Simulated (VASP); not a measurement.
OSZICAR of a VASP run on AuAl2 (fluorite):

**OSZICAR**
```
       N       E                     dE             d eps       ncg     rms          rms(c)
DAV:   1     0.609180756813E+02    0.60918E+02   -0.70201E+03  1152   0.117E+03
DAV:   2    -0.111575920237E+02   -0.72076E+02   -0.66261E+02  1304   0.201E+02
DAV:   3    -0.132375240339E+02   -0.20799E+01   -0.20506E+01  1412   0.331E+01
DAV:   4    -0.132557216791E+02   -0.18198E-01   -0.18140E-01  1312   0.371E+00
DAV:   5    -0.132559846159E+02   -0.26294E-03   -0.26207E-03  1400   0.482E-01    0.880E+00
DAV:   6    -0.121218626668E+02    0.11341E+01   -0.63738E+00  1260   0.283E+01    0.405E+00
DAV:   7    -0.120488829801E+02    0.72980E-01   -0.29526E-01  1216   0.647E+00    0.184E+00
DAV:   8    -0.120219017276E+02    0.26981E-01   -0.27596E-02  1312   0.129E+00    0.406E-01
DAV:   9    -0.120208441381E+02    0.10576E-02   -0.39253E-03  1316   0.749E-01    0.187E-01
DAV:  10    -0.120209911142E+02   -0.14698E-03   -0.25691E-04  1244   0.130E-01    0.351E-02
DAV:  11    -0.120209860286E+02    0.50856E-05   -0.79231E-06  1396   0.248E-02    0.135E-02
DAV:  12    -0.120209874062E+02   -0.13776E-05   -0.46834E-06  1188   0.149E-02    0.328E-03
DAV:  13    -0.120209872228E+02    0.18343E-06   -0.17951E-07  1076   0.446E-03    0.906E-04
DAV:  14    -0.120209873236E+02   -0.10082E-06   -0.24634E-08   772   0.149E-03    0.159E-04
DAV:  15    -0.120209873358E+02   -0.12167E-07   -0.17716E-09   676   0.385E-04
   1 F= -.12020987E+02 E0= -.12020987E+02  d E =0.000000E+00
```

Which electronic solver shows in the log?

It is blocked Davidson (ALGO = Normal, or the opening steps of other solvers). The INCAR had ALGO = Normal.

Can the final energy be trusted as converged?

The calculation finished and met its thresholds. It stopped with EDIFF = 1E-7, NELM = 100 (PBE GGA, plane waves, VASP's PBE PAW potentials (set 64)).

The compound is AuAl2 in the fluorite structure. It was relaxed first. The electron count is odd and the run is not spin-polarised, which forces a metal.
